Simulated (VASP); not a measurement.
Data:

```
CELL_PARAMETERS angstrom
      0.00000     2.13933     2.13933
      2.13933     0.00000     2.13933
      2.13933     2.13933     0.00000
ATOMIC_POSITIONS crystal
  Si 0.25000 0.25000 0.25000
  C  0.00000 0.00000 0.00000
```

Computed with PBE GGA, VASP's PBE PAW potentials (set 64) (plane waves; VASP). Run with 400 eV cut-off, 13×13×13 Γ-centred mesh, Gaussian smearing of 0.010 eV, potentials Si C.

At this cut-off the stress carries a Pulay error, which pulls relaxed volumes low.

**Question.** Predict the energy per atom (σ→0), pressure.

**Answer.** 
The energy per atom (σ→0) is -7.497 eV/atom. The pressure is 15.77 GPa.

Total energies compare only between runs with the same potentials, cut-off and functional.

The structure comes from a computed database's SiC entry; how it stands against other phases isn't given here. The cell was not relaxed at this level.
